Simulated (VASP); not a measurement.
# BPt (P6_3/mmc) in VASP: single point with PBE

Aim: the single point of BPt with PBE.

Everything below comes from runs of VASP 6.6.1. Logs are shortened: lines on timing, memory, paths and dates and some standing lists are left out, and cuts for length are marked.

## (1) The crystal as given

Symmetry: P6_3/mmc, No. 194, hexagonal system. The conventional cell has a = 3.229 Å, b = 3.229 Å, c = 5.261 Å, α = 90.00°, β = 90.00°, γ = 120.00°. B (site symmetry -6m2) has 6 Pt at 2.28 Å as nearest neighbours. Pt (site symmetry -3m) is surrounded by 6 B at 2.28 Å.

The cell comes from a database or a generator and needn't be the stable form of this composition.

## (2) Single point, PBE

INCAR

```
PREC     = Accurate       # precision mode
ENCUT    = 520            # plane-wave cutoff, eV
EDIFF    = 1E-6           # SCF threshold, eV
ISMEAR   = -1             # smearing method
SIGMA    = 0.05           # smearing width, eV
LREAL    = F              # projectors in reciprocal space
LASPH    = T              # aspherical terms in the spheres
NELM     = 100            # most SCF steps
ALGO     = Normal         # electronic algorithm
ISIF     = 2              # what is computed and relaxed
LWAVE    = F              # write WAVECAR
LCHARG   = F              # write CHGCAR
GGA      = PE             # functional
NBANDS   = 21             # bands
```

KPOINTS

```
Automatic mesh
0
Gamma
  12 12 6
```

POSCAR

```
BPt
1.0
    3.2294277022      0.0000000000      0.0000000000
   -1.6147138511      2.7967664298      0.0000000000
    0.0000000000      0.0000000000      5.2612730000
B Pt
2 2
Direct
    0.6666666667      0.3333333333      0.7500000000
    0.3333333333      0.6666666667      0.2500000000
    0.0000000000      0.0000000000      0.0000000000
    0.0000000000      0.0000000000      0.5000000000
```

Potentials or basis: VASP PAW PBE potentials, release 64 (B, Pt).

Run with:

```bash
$ cat potpaw_PBE.64/B/POTCAR potpaw_PBE.64/Pt/POTCAR > POTCAR
$ mpirun -np 1 vasp_std > vasp.out
```

OUTCAR:

```text
PREC = Accurate
   ENCUT = 520
   EDIFF = 1E-6
   ISMEAR = -1
   LREAL = F
   LASPH = T
   NELM = 100
   ISIF = 2
   GGA = PE

 ion  position               nearest neighbor table
   1  0.667  0.333  0.750-   3 2.28   4 2.28   3 2.28   4 2.28   3 2.28   4 2.28
   2  0.333  0.667  0.250-   3 2.28   4 2.28   3 2.28   4 2.28   3 2.28   4 2.28
   3  0.000  0.000  0.000-   1 2.28   2 2.28   1 2.28   2 2.28   1 2.28   2 2.28   4 2.63   4 2.63

   4  0.000  0.000  0.500-   1 2.28   2 2.28   1 2.28   2 2.28   1 2.28   2 2.28   3 2.63   3 2.63

  LATTYP: Found a hexagonal cell.
 ALAT       =     3.2294277022
 C/A-ratio  =     1.6291657486

  Lattice vectors:

 A1 = (   3.2294277022,   0.0000000000,   0.0000000000)
 A2 = (  -1.6147138511,   2.7967664298,   0.0000000000)
 A3 = (   0.0000000000,   0.0000000000,   5.2612730000)

Analysis of symmetry for initial positions (statically):
=====================================================================
 Subroutine PRICEL returns:
 Original cell was already a primitive cell.

 Routine SETGRP: Setting up the symmetry group for a
 hexagonal supercell.

 Subroutine GETGRP returns: Found 24 space group operations
 (whereof 12 operations were pure point group operations)
 out of a pool of 24 trial point group operations.

The static configuration has the point symmetry D_3d.
 The point group associated with its full space group is D_6h.

Analysis of symmetry for dynamics (positions and initial velocities):
=====================================================================
 Subroutine PRICEL returns:
 Original cell was already a primitive cell.

 Routine SETGRP: Setting up the symmetry group for a
 hexagonal supercell.

 Subroutine GETGRP returns: Found 24 space group operations
 (whereof 12 operations were pure point group operations)
 out of a pool of 24 trial point group operations.

The dynamic configuration has the point symmetry D_3d.
 The point group associated with its full space group is D_6h.

 Subroutine INISYM returns: Found 24 space group operations
 (whereof 12 operations are pure point group operations),
 and found     1 'primitive' translations

----------------------------------------------------------------------------------------

                                     Primitive cell

  volume of cell :      47.5196

  direct lattice vectors                    reciprocal lattice vectors
     3.229427702  0.000000000  0.000000000     0.309652388  0.178777890  0.000000000
    -1.614713851  2.796766430  0.000000000     0.000000000  0.357555779  0.000000000
     0.000000000  0.000000000  5.261273000     0.000000000  0.000000000  0.190068069

  length of vectors
     3.229427702  3.229427702  5.261273000     0.357555779  0.357555779  0.190068069

  position of ions in fractional coordinates (direct lattice)
     0.666666667  0.333333333  0.750000000
     0.333333333  0.666666667  0.250000000
     0.000000000  0.000000000  0.000000000
     0.000000000  0.000000000  0.500000000

  ion indices of the primitive-cell ions
   primitive index   ion index
                 1           1
                 2           2
                 3           3
                 4           4

----------------------------------------------------------------------------------------

 KPOINTS: Automatic mesh

Automatic generation of k-mesh.
 Grid dimensions read from file:
 generate k-points for:   12   12    6

 Generating k-lattice:

  Cartesian coordinates                     Fractional coordinates (reciprocal lattice)
     0.025804366  0.014898157  0.000000000     0.083333333  0.000000000  0.000000000
     0.000000000  0.029796315  0.000000000     0.000000000  0.083333333  0.000000000
     0.000000000  0.000000000  0.031678012     0.000000000  0.000000000  0.166666667

  Length of vectors
     0.029796315  0.029796315  0.031678012

  Shift w.r.t. Gamma in fractional coordinates (k-lattice)
     0.000000000  0.000000000  0.000000000

 Subroutine IBZKPT returns following result:
 ===========================================

 Found     76 irreducible k-points:

 Following reciprocal coordinates:
            Coordinates               Weight
  0.000000  0.000000  0.000000      1.000000
  0.083333 -0.000000  0.000000      6.000000
  0.166667  0.000000  0.000000      6.000000
  0.250000 -0.000000  0.000000      6.000000
  0.333333 -0.000000  0.000000      6.000000
  0.416667  0.000000  0.000000      6.000000
[... 16 lines left out ...]
  0.250000 -0.000000  0.166667     12.000000
  0.333333 -0.000000  0.166667     12.000000
 [... further k-points ...]
   k-points           NKPTS =     76   k-points in BZ     NKDIM =     76   number of bands    NBANDS=     21
   number of dos      NEDOS =    301   number of ions     NIONS =      4
   total plane-waves  NPLWV =  23040
   dimension x,y,z NGX =    24 NGY =   24 NGZ =   40
   dimension x,y,z NGXF=    48 NGYF=   48 NGZF=   80
   ions per type =               2   2
   NGX,Y,Z   is equivalent  to a cutoff of  12.35, 12.35, 12.64 a.u.
   NGXF,Y,Z  is equivalent  to a cutoff of  24.71, 24.71, 25.28 a.u.
 SYSTEM =  unknown system
   PREC   = accura    normal or accurate (medium, high low for compatibility)
   ISTART =      0    job   : 0-new  1-cont  2-samecut
   ICHARG =      2    charge: 1-file 2-atom 10-const
   ISPIN  =      1    spin polarized calculation?
   LNONCOLLINEAR =      F non collinear calculations
   LSORBIT =      F    spin-orbit coupling
   LASPH  =      T    aspherical Exc in radial PAW
   ENCUT  =  520.0 eV  38.22 Ry    6.18 a.u.   6.00  6.00  9.78*2*pi/ulx,y,z
   NELM   =    100;   NELMIN=  2; NELMDL= -5     # of ELM steps
   EDIFF  = 0.1E-05   stopping-criterion for ELM
   LREAL  =      F    real-space projection
   EDIFFG = 0.1E-04   stopping-criterion for IOM
   NSW    =      0    number of steps for IOM
   IBRION =     -1    ionic relax: 0-MD 1-quasi-New 2-CG
   NFREE  =      0    steps in history (QN), initial steepest desc. (CG)
   ISIF   =      2    stress and relaxation
   ISYM   =      2    0-nonsym 1-usesym 2-fastsym
   POTIM  = 0.5000    time-step for ionic-motion
   TEBEG  =    0.0;   TEEND  =   0.0 temperature during run
   PSTRESS=    0.0 pullay stress
   NELECT =      26.0000    total number of electrons
   NUPDOWN=      -1.0000    fix difference up-down
   EMIN   =  10.00;   EMAX   =-10.00  energy-range for DOS
   EFERMI =   0.00;   METHOD = LEGACY
   ISMEAR =    -1;   SIGMA  =   0.05  broadening in eV -4-tet -1-fermi 0-gaus
   EFERMI_NEDOS =   21; number of points for ismear=-14 and -15
   IALGO  =     38    algorithm
   IMIX   =      4    mixing-type and parameters
     AMIX     =   0.40;   BMIX     =  1.00
     AMIX_MAG =   1.60;   BMIX_MAG =  1.00
  volume/ion in A,a.u.               =      11.88        80.17
  Fermi-wavevector in a.u.,A,eV,Ry     =   1.338983  2.530311 24.393554  1.792876
  Thomas-Fermi vector in A             =   2.467411
   LORBIT       =      0    0 simple, 1 ext, 2 COOP (PROOUT), +10 PAW based schemes
   GGA     = PE    functional components
   LHFCALC =     F    Hartree Fock is set to
   AEXX    =    0.0000 exact exchange contribution
   IVDW    =     0    specifies the selected vdW correction
   LEPSILON=     F    determine dielectric tensor
   LRPA    =     F    only Hartree local field effects (RPA)
 non-spin polarized calculation
  energy-cutoff  :      520.00
  volume of cell :       47.52
 maximum number of plane-waves:      1302
   NGX = 13   NGY = 13   NGZ = 19

 number of electron      25.9999997 magnetization

 Free energy of the ion-electron system (eV)
  ---------------------------------------------------
  ext. energy  EPLUGINS =         0.00000000
  ---------------------------------------------------
  free energy    TOTEN  =       -25.40839265 eV

  energy without entropy =      -25.39832664  energy(sigma->0) =      -25.40335964

 E-fermi :   9.6097     XC(G=0): -12.5877

 val. band max:        9.5877298978   @ k =   0.4167   0.0000   0.0000
 cond. band min:       9.6126875478   @ k =   0.3333   0.1667   0.1667
 fundamental gap:      0.0249576500
 Fermi energy:         9.6097464474

 k-point     1 :       0.0000    0.0000    0.0000
  band No.  band energies     occupation
      1      -2.9796      2.00000
      2       1.5468      2.00000
      3       2.3163      2.00000
      4       2.7779      2.00000
      5       3.3261      2.00000
      6       3.3261      2.00000
[... 13 lines left out ...]
     20      20.4002      0.00000
     21      20.5011      0.00000

 k-point     2 :       0.0833   -0.0000    0.0000
  band No.  band energies     occupation
      1      -2.8403      2.00000
      2       1.7160      2.00000
      3       1.9401      2.00000
      4       2.7997      2.00000
      5       3.3513      2.00000
      6       3.6826      2.00000
[... 13 lines left out ...]
     20      20.2757      0.00000
     21      20.7876      0.00000

 k-point     3 :       0.1667    0.0000    0.0000
  band No.  band energies     occupation
      1      -2.4347      2.00000
      2       1.3633      2.00000
      3       2.1970      2.00000
      4       2.8534      2.00000
      5       3.3781      2.00000
      6       4.0076      2.00000
[... 13 lines left out ...]
     20      20.3439      0.00000
     21      21.2502      0.00000
[... 457 lines left out ...]
 k-point    23 :       0.2500   -0.0000    0.1667
  band No.  band energies     occupation
      1      -1.6330      2.00000
      2       0.7167      2.00000
      3       2.7636      2.00000
      4       3.0999      2.00000
      5       3.4703      2.00000
      6       3.8163      2.00000
[... 13 lines left out ...]
     20      19.3067      0.00000
     21      20.8597      0.00000

 k-point    24 :       0.3333   -0.0000    0.1667
  band No.  band energies     occupation
      1      -0.8947      2.00000
      2       0.5731      2.00000
      3       2.8478      2.00000
      4       3.2107      2.00000
      5       3.3575      2.00000
      6       3.4266      2.00000
[... 13 lines left out ...]
     20      19.0886      0.00000
     21      21.1479      0.00000

 [... further k-points ...]
[... 5 lines left out ...]
  --------------------------------------------------------------------------------------
  -------------------------------------------------------------------------------------
  Total       -0.3294790     -0.3294790     -0.5025357      0.0000000      0.0000000      0.0000000
  in kB      -11.1087637    -11.1087637    -16.9435689      0.0000000      0.0000000      0.0000000
  external PRESSURE =     -13.0536988 kB  Pullay stress =       0.0000000 kB

 VOLUME and BASIS-vectors are now :
 -----------------------------------------------------------------------------
  energy-cutoff  :      520.00
  volume of cell :       47.52
      direct lattice vectors                 reciprocal lattice vectors
     3.229427702  0.000000000  0.000000000     0.309652388  0.178777890  0.000000000
    -1.614713851  2.796766430  0.000000000     0.000000000  0.357555779  0.000000000
     0.000000000  0.000000000  5.261273000     0.000000000  0.000000000  0.190068069

 POSITION                                       TOTAL-FORCE (eV/Angst)
 -----------------------------------------------------------------------------------
      1.61471      0.93226      3.94595         0.000000     -0.000000      0.000000
     -0.00000      1.86451      1.31532        -0.000000      0.000000      0.000000
      0.00000      0.00000      0.00000         0.000000      0.000000      0.000000
      0.00000      0.00000      2.63064        -0.000000      0.000000      0.000000
 -----------------------------------------------------------------------------------
    total drift:                               -0.000000      0.000000      0.000000

  FREE ENERGIE OF THE ION-ELECTRON SYSTEM (eV)
  ---------------------------------------------------
  free  energy   TOTEN  =       -25.4083926462 eV

  energy  without entropy=      -25.3983266427  energy(sigma->0) =      -25.40335964
```

Wall time 35 s (1 thread of AMD EPYC 9R45 (Zen 5), shared host); peak memory 0.17 GiB.

What came out:

```yaml
Free_energy: -25.4084 eV
Pressure: -1.3 GPa
Band_gap_on_the_k_mesh: none (metal or under the smearing width)
```

Levels at points of the mesh, in eV from the Fermi level:
| k point | band 11 | band 12 | band 13 | band 14 | band 15 | band 16 |
| --- | --- | --- | --- | --- | --- | --- |
| (0.00, 0.00, 0.00) | -2.14 | -2.14 | 1.26 | 1.96 | 1.96 | 2.13 |
| (0.50, 0.00, 0.00) | -2.19 | -2.04 | -1.71 | -1.20 | -0.44 | 4.24 |
| (0.00, 0.00, 0.50) | -3.70 | -3.70 | 0.46 | 0.46 | 4.71 | 4.71 |
| (0.50, 0.00, 0.50) | -2.38 | -2.38 | -1.42 | -1.42 | 3.24 | 3.24 |

Spin-orbit coupling is left out, which matters for the levels of Pt.
